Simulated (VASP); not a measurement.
OSZICAR of a VASP run on MgO (rock salt):

**OSZICAR**
```
       N       E                     dE             d eps       ncg     rms          rms(c)
DAV:   1     0.939476041788E+01    0.93948E+01   -0.47968E+03   872   0.834E+02
DAV:   2    -0.131978890123E+02   -0.22593E+02   -0.22054E+02   904   0.133E+02
DAV:   3    -0.134647684830E+02   -0.26688E+00   -0.26688E+00   976   0.163E+01
DAV:   4    -0.134651075189E+02   -0.33904E-03   -0.33904E-03  1048   0.578E-01
DAV:   5    -0.134651078043E+02   -0.28539E-06   -0.28539E-06   936   0.101E-02    0.721E+00
DAV:   6    -0.119251779841E+02    0.15399E+01   -0.10011E+01   752   0.223E+01    0.226E+00
DAV:   7    -0.119111929318E+02    0.13985E-01   -0.42257E-02   792   0.251E+00    0.131E+00
DAV:   8    -0.119059028974E+02    0.52900E-02   -0.23881E-02   760   0.234E+00    0.152E-01
DAV:   9    -0.119058237005E+02    0.79197E-04   -0.37106E-04  1056   0.170E-01    0.732E-02
DAV:  10    -0.119059309347E+02   -0.10723E-03   -0.13215E-04   792   0.121E-01    0.536E-03
DAV:  11    -0.119059310912E+02   -0.15656E-06   -0.64028E-07   960   0.792E-03
   1 F= -.11905931E+02 E0= -.11905931E+02  d E =-.119059E+02
       N       E                     dE             d eps       ncg     rms          rms(c)
DAV:   1    -0.119692966849E+02   -0.63366E-01   -0.12651E+00   752   0.113E+01    0.182E+00
DAV:   2    -0.119114265294E+02    0.57870E-01   -0.42294E-01   752   0.475E+00    0.167E-01
DAV:   3    -0.119108385971E+02    0.58793E-03   -0.33515E-03   832   0.676E-01    0.105E-01
DAV:   4    -0.119105604537E+02    0.27814E-03   -0.29044E-04   784   0.187E-01    0.229E-02
DAV:   5    -0.119105554915E+02    0.49622E-05   -0.32394E-05   816   0.434E-02    0.572E-03
DAV:   6    -0.119105550484E+02    0.44312E-06   -0.54607E-07   424   0.618E-03
   2 F= -.11910555E+02 E0= -.11910555E+02  d E =-.462396E-02
       N       E                     dE             d eps       ncg     rms          rms(c)
DAV:   1    -0.119159359184E+02   -0.53804E-02   -0.98981E-02   752   0.319E+00    0.509E-01
DAV:   2    -0.119114314324E+02    0.45045E-02   -0.33001E-02   752   0.132E+00    0.489E-02
DAV:   3    -0.119113812175E+02    0.50215E-04   -0.27266E-04   816   0.194E-01    0.306E-02
DAV:   4    -0.119113609107E+02    0.20307E-04   -0.24115E-05   800   0.531E-02    0.663E-03
DAV:   5    -0.119113611765E+02   -0.26587E-06   -0.28495E-06   584   0.130E-02
   3 F= -.11911361E+02 E0= -.11911361E+02  d E =-.543009E-02
```

Question: Which electronic solver shows in the log?

Answer: It is blocked Davidson (ALGO = Normal, or the opening steps of other solvers). The INCAR had ALGO = Normal.

Question: Can the final energy be trusted as converged?

Answer: Self-consistency was reached. It stopped with EDIFF = 1E-6, NELM = 100, NSW = 60 and EDIFFG = -0.01 after 3 ionic steps (PBE GGA, plane waves, VASP's PBE PAW potentials (set 64)). Energy and stress use the plane-wave basis of the starting cell.

The compound is MgO in the rock salt structure. This run relaxes it. Symmetry was kept, so distortions that lower it aren't found.
